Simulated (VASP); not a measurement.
```
SnTe
1.0
    0.00000     3.12353     3.12353
    3.12353     0.00000     3.12353
    3.12353     3.12353     0.00000
Sn Te
1 1
Cartesian
  0.00000   0.00000   0.00000
  3.12353   3.12353   3.12353
```

The numbers are results of TPSS meta-GGA, VASP's PBE PAW potentials (set 64) (plane waves; VASP), not measurements. Numerical set-up: 520 eV cut-off, 7×7×7 Γ-centred mesh, Gaussian smearing of 0.050 eV, potentials Sn_d Te.

Give the stress tensor in GPa (positive for a compressed cell).

```
2.96  0.00  0.00
0.00  2.96  0.00
0.00  0.00  2.96
```
The pressure is its mean diagonal, 2.96 GPa.

The compound is SnTe in the rock salt structure, which distorts at low temperature. This cell is one point of a volume scan, at 0.94 of the reference volume.
